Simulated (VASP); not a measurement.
Consider the following.

```
Zn2SSe
1.0
    0.00000     2.74817     2.74817
    2.74817     0.00000     2.74817
   10.98818    10.98818     0.00450
Zn Se S
4 2 2
Direct
  0.01440   0.01440   0.98920
  0.00033   0.00033   0.24975
  0.98565   0.98565   0.51076
  0.99984   0.99984   0.75012
  0.25554   0.25554   0.05834
  0.24210   0.24210   0.31842
  0.24431   0.24431   0.56677
  0.25783   0.25783   0.80663
```

Level of theory: PBEsol GGA, VASP's PBE PAW potentials (set 64) (plane waves; VASP). Settings: 400 eV cut-off, 8×8×2 Γ-centred mesh, tetrahedra with Blöchl corrections, potentials Zn Se S.

Q: The job: Zn₄S₂Se₂ (ordered alloy cell), 8 atoms, PBEsol, static run, 400 eV, 8×8×2 Γ-centred mesh. Roughly how much core time does it take on a busy server core?

A: About 90 core-seconds (one run on a shared machine, a rough figure). It had 20 irreducible k-points, 43 bands, up to 3037 plane waves and 17 electronic steps.

The structure was generated: Zn4S2Se2 was put into an ordered model structure (R3m), which need not be its known phase. It was relaxed first.
